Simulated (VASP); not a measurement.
Given:

```xyz
6
Lattice="4.9405 0.0000 0.0000 0.0000 4.9405 0.0000 0.0000 0.0000 2.6587" Properties=species:S:1:pos:R:3 pbc="T T T"
W      0.0000     0.0000     0.0000
W      2.4703     2.4703     1.3293
O      1.3844     1.3844     0.0000
O      3.8547     1.0858     1.3293
O      1.0858     3.8547     1.3293
O      3.5561     3.5561     0.0000
```

Level of theory: LDA (Ceperley-Alder, Perdew-Zunger), VASP's LDA PAW potentials (set 64) (plane waves; VASP). Numerical set-up: 520 eV cut-off, Gaussian smearing of 0.050 eV, potentials W_sv O.

Task: Give the energies of bands 17 to 30 at the high-symmetry points, in eV from the Fermi level.

Result: 
| band | Γ | X | M | Z | R | A |
|---|---|---|---|---|---|---|
| 17 | -5.79 | -6.92 | -5.69 | -7.13 | -6.29 | -7.09 |
| 18 | -5.65 | -6.92 | -5.69 | -7.13 | -6.29 | -7.09 |
| 19 | -5.65 | -5.47 | -5.64 | -7.01 | -5.30 | -7.06 |
| 20 | -3.83 | -5.47 | -5.64 | -7.01 | -5.30 | -7.06 |
| 21 | -3.83 | -3.93 | -4.77 | -5.36 | -4.96 | -4.58 |
| 22 | -3.83 | -3.93 | -4.77 | -5.36 | -4.96 | -4.58 |
| 23 | -3.15 | -3.72 | -3.47 | -4.35 | -4.06 | -3.71 |
| 24 | -3.13 | -3.72 | -3.47 | -4.35 | -4.06 | -3.71 |
| 25 | -2.91 | -2.07 | -3.02 | 0.48 | -1.46 | -0.15 |
| 26 | -2.84 | -2.07 | -3.02 | 0.48 | -1.46 | -0.15 |
| 27 | -0.48 | 1.75 | 1.52 | 1.10 | 1.67 | 0.62 |
| 28 | 1.48 | 1.75 | 1.52 | 1.10 | 1.67 | 0.62 |
| 29 | 1.48 | 2.40 | 2.32 | 4.37 | 3.96 | 4.40 |
| 30 | 3.79 | 2.40 | 2.32 | 4.37 | 3.96 | 4.40 |

It has no gap at this level: it comes out as a metal or semimetal.

The structure was generated: WO2 was put into the rutile type (P4_2/mnm), which need not be its known phase. It was relaxed first, which changed the volume by -12 %.
